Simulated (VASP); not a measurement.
# Γ, L and Δ conduction valleys of germanium against volume, from HSE06 with spin-orbit coupling

We calculate the lowest conduction level at Γ, the level at L and the minimum along Γ–X (the Δ valley) of diamond-structure Ge at seven volumes, from 6% below to 6% above the PBEsol equilibrium volume V0. Each energy is counted from the valence-band top at Γ in the same cell, so a positive slope means that the valley moves away from that top as the crystal expands. The question is how fast each valley moves and whether their order changes. The order matters because it decides whether the gap is direct, and which effective mass the electrons at the band edge have.

## Systems and settings

The start is a typed prototype cell. The crystal was relaxed with PBEsol. It is scaled evenly about that cell, atoms relaxed with PBEsol. VASP 6.6.1, plane waves with PAW, cutoff 470 eV, no spin polarisation. Band edges are single points at HSE06 with spin-orbit coupling on these cells, k mesh 5×5×5, read on short lines of k points at the zone centre and through the valleys; energies are counted from the valence-band top at the zone centre.  All levels use the PAW data sets made with PBE.

Notes on method and selection:

- A valley's energy from the valence-band top holds the shift of that top as well as the shift of the valley.
- The gap closes at PBEsol in some of these cells, so their relaxation was done on a metallic state; symmetry fixes the atomic sites and the volumes are set by scaling, so this doesn't put single points off the line.
- Runs that did not converge, have known faults or may not be shown are not listed, and runs on Ansatz's PAW sets soft_1 and soft_2 are kept to separate tables.

Columns:

- 100 ln(V/V0): 100 ln(V/V0), V0 the volume of the reference cell.
- Γ level (eV): lowest conduction level at Γ.
- Δ valley (eV): minimum of the conduction band along Γ–X.
- L valley (eV): conduction level at L.

## Data

| member | 100 ln(V/V0) | Γ level (eV) | Δ valley (eV) | L valley (eV) |
| --- | --- | --- | --- | --- |
| V/V0 = 0.94 | −6.19 | 1.416 | 0.910 | 0.956 |
| V/V0 = 0.96 | −4.08 | 1.191 | 0.942 | 0.877 |
| V/V0 = 0.98 | −2.02 | 0.973 | 0.970 | 0.800 |
| V/V0 = 1 | 0.00 | 0.761 | 0.997 | 0.726 |
| V/V0 = 1.02 | 1.98 | 0.556 | 1.021 | 0.654 |
| V/V0 = 1.04 | 3.92 | 0.356 | 1.044 | 0.586 |
| V/V0 = 1.06 | 5.83 | 0.163 | 1.064 | 0.519 |

Least-squares fits to the whole series, with x = 100 ln(V/V0); R² and errors in the fitted variable (y, or ln y where the fit is in ln y):

| y | members | fit | R² | rms residual | leave-one-out rms | the same for the mean of the others |
| --- | --- | --- | --- | --- | --- | --- |
| Γ level (eV) | 7 | y = 0.7654 − 0.1043 x | 1.00 | 0.0037 | 0.0060 | 0.49 |
| Δ valley (eV) | 7 | y = 0.9936 + 0.01280 x | 1.00 | 0.0029 | 0.0048 | 0.060 |

## Interpretation

The order changes within the series. The lowest valley is Δ at V/V0 = 0.94, L from 0.96 to 1, and Γ from 1.02 upwards, where the gap is direct. Over the whole series the Γ level falls by 1.416 − 0.163 = 1.253 eV and L by 0.956 − 0.519 = 0.437 eV, while Δ rises by 1.064 − 0.910 = 0.154 eV.

A straight line for each valley follows from three assumptions.

1. Volume is the only variable. Even scaling keeps the cubic symmetry, so equivalent valleys stay equal and the atoms stay on their sites. For the same reason it does no harm that PBEsol closes the gap in some cells during relaxation.
2. With x = 100 ln(V/V0), each conduction level moves in proportion to x: ε(x) = ε(0) + A x.
3. The valence top does the same: ε_v(x) = ε_v(0) + A_v x.

Subtracting the third from the second gives

E(x) = E(0) + a x, with a = A − A_v.

The two parameters of a valley are its energy at V0 and its slope. The slope contains the motion of the valence top, but the difference between two valleys does not, so the change of order belongs to the conduction band alone.

The fitted slopes are −0.1043 eV per unit of x for Γ and +0.01280 for Δ; one unit of x is close to 1% in volume. Bonding theory offers a qualitative reason for the ranking. The Γ level is an antibonding combination of s orbitals, which a longer bond lowers strongly, whereas the valence top is a bonding p state, which a longer bond raises. Their separation therefore shrinks quickly. At L the conduction state has p character mixed in and responds less. The Δ state is largely p-like, and its energy stays nearly level with respect to the valence top.

## The model against the table

We fix the lines on V/V0 = 0.98 and 1.02, which lie 1.98 + 2.02 = 4.00 apart in x. The slopes, in eV per unit of x, are

- Γ: (0.556 − 0.973) / 4.00 = −0.10425
- Δ: (1.021 − 0.970) / 4.00 = +0.01275
- L: (0.654 − 0.800) / 4.00 = −0.0365

Three other members follow, starting from the 0.98 row.

**V/V0 = 1**, a step of 2.02:

- Γ: 0.973 − 0.10425 × 2.02 = 0.762 eV (table 0.761)
- Δ: 0.970 + 0.01275 × 2.02 = 0.996 eV (table 0.997)
- L: 0.800 − 0.0365 × 2.02 = 0.726 eV (table 0.726)

**V/V0 = 0.94**, a step of −4.17:

- Γ: 0.973 + 0.10425 × 4.17 = 1.408 eV (table 1.416)
- Δ: 0.970 − 0.01275 × 4.17 = 0.917 eV (table 0.910)
- L: 0.800 + 0.0365 × 4.17 = 0.952 eV (table 0.956)

**V/V0 = 1.06**, a step of 7.85:

- Γ: 0.973 − 0.10425 × 7.85 = 0.155 eV (table 0.163)
- Δ: 0.970 + 0.01275 × 7.85 = 1.070 eV (table 1.064)
- L: 0.800 − 0.0365 × 7.85 = 0.513 eV (table 0.519)

The largest miss is 0.008 eV, and the order is right in all three cells.

The same lines place the changes of lowest valley. Γ meets L after a step of (0.973 − 0.800) / (0.10425 − 0.0365) = 2.55, at x = 0.53, an expansion of about 0.5%. Δ meets L after a step of −(0.970 − 0.800) / (0.01275 + 0.0365) = −3.45, at x = −2.02 − 3.45 = −5.47, a compression of about 5%.

## Outliers

Largest departures from the fit to the whole series:

| member | Γ level (eV) | fit | computed − fit | in rms residuals |
| --- | --- | --- | --- | --- |
| V/V0 = 1.06 | 0.163 | 0.157 | +0.006 | 1.5 |
| V/V0 = 0.94 | 1.416 | 1.411 | +0.005 | 1.4 |
| V/V0 = 1 | 0.761 | 0.765 | −0.004 | 1.2 |
| V/V0 = 0.98 | 0.973 | 0.976 | −0.003 | 0.8 |

The departures are small but regular. For Γ the computed value lies above the fitted line at both ends, by 0.005 and 0.006 eV, and below it at V0 by 0.004 eV. The assumption that fails is the constant slope.

Between the first two rows the Γ slope is −0.225 / 2.11 = −0.107 eV per unit of x, and between the last two −0.193 / 1.91 = −0.101, a loss of about 5%. For L the loss is about 6%. Orbital couplings that fall as the inverse square of the bond length vary as exp(−2x/300), and their slope in x shrinks by the same factor. The midpoints of the two intervals lie about 10 apart in x, so the slope would weaken by about 2 × 10 / 300 = 0.067, or 7%. This is a likely cause for both.

Δ bends the other way, and its slope drops from 0.032 / 2.11 = 0.015 to 0.020 / 1.91 = 0.010, by nearly a third. In eV the change is no larger than that for Γ. It weighs more because the Δ slope is itself small, which also makes it the least safe of the three to carry outside the series. The inverse-square law doesn't account for this drop: if it governed both the Δ state and the valence top, their difference would lose only the same 7%.

## Rules of thumb and their limits

Within 6% of V0 on either side, one slope per valley gives the energies to about 0.01 eV and the order in every row.

No omitted effect that we know of rivals the 1.25 eV travel of the Γ level. The Γ–L separation at V0, however, is only 0.761 − 0.726 = 0.035 eV, and in real Ge it is known to be clearly larger. The true change to a direct gap should therefore need more expansion than the 0.5% found here. A reference volume 1% too large would by itself lower Γ against L by 0.07 eV. Lattice vibrations, also left out, lower the gap by roughly 0.1 eV at room temperature; only the part that differs between valleys affects their order.
